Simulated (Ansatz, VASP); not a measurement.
Two plane-wave programs on BiTe2N

File INCAR:

```
ALGO = Normal ; EDIFF = 1E-6
ENCUT = 520 ; GGA = PE
ISIF = 2 ; ISMEAR = 0
LASPH = True ; LCHARG = True
LELF = True ; LREAL = False
LVHAR = True ; LWAVE = False
NBANDS = 24 ; NELM = 60
PREC = Accurate ; SIGMA = 0.1
```

Contents of KPOINTS:

```
k-points
0
Gamma
  4 4 4
```

The input POSCAR:

```
BiTe2N
1.0
   -3.1184057800      3.1184057800      3.4267037000
    3.1184057800     -3.1184057800      3.4267037000
    3.1184057800      3.1184057800     -3.4267037000
Bi Te N
1 2 1
Direct
    0.5000000000      0.5000000000      0.0000000000
    0.7500000000      0.2500000000      0.5000000000
    0.2500000000      0.7500000000      0.5000000000
    0.0000000000      0.0000000000      0.0000000000
```

Input for Ansatz:

```yaml
crystal:
  lattice:
    - [-3.11840578, 3.11840578, 3.4267037]
    - [3.11840578, -3.11840578, 3.4267037]
    - [3.11840578, 3.11840578, -3.4267037]
  atoms:
    - { symbol: Bi, position: [0.5, 0.5, 0.0] }
    - { symbol: Te, position: [0.75, 0.25, 0.5] }
    - { symbol: Te, position: [0.25, 0.75, 0.5] }
    - { symbol: "N", position: [0.0, 0.0, 0.0] }
basis:
  ecutwfc: 420
kpoints:
  mp_grid: { grid: [4, 4, 4] }
hamiltonian:
  xc: pbe
scf:
  occupations: { method: gaussian, width: 0.1 }
  lower_state_search: "off"
output:
  forces: true
  stress: true
  eigenvalues: true
```

Alike in both runs: task single point; functional PBE; k mesh 4 × 4 × 4; occupations gaussian, width 0.1 eV; no spin polarisation.

|  | VASP | Ansatz |
| --- | --- | --- |
| version | VASP 6.6.1 | Ansatz 0.2.0 |
| potentials or method | VASP PAW PBE potentials, release 64 (Bi_d, Te, N) | scalar-relativistic, plane waves, PAW |
| plane-wave cutoff (eV) | 520 | 420 |
| valence electrons in the cell | 32 | 52 |

VASP gave:

```
gap on the k mesh at the Fermi level (eV)       : none
pressure (GPa)                                  : -9.3
largest component of the traceless stress (GPa) : 2.12
```

**Question.** What did Ansatz give for the same quantities?

**Answer.** gap on the k mesh at the Fermi level (eV): none; pressure (GPa): -9.2; largest component of the traceless stress (GPa): 2.11.

A gap of «none» marks a metal or a gap that the smearing closes. The two sets of potentials don't hold the same shells in valence.

Caveats: spin-orbit coupling is left out, which moves the levels of the heavy elements.
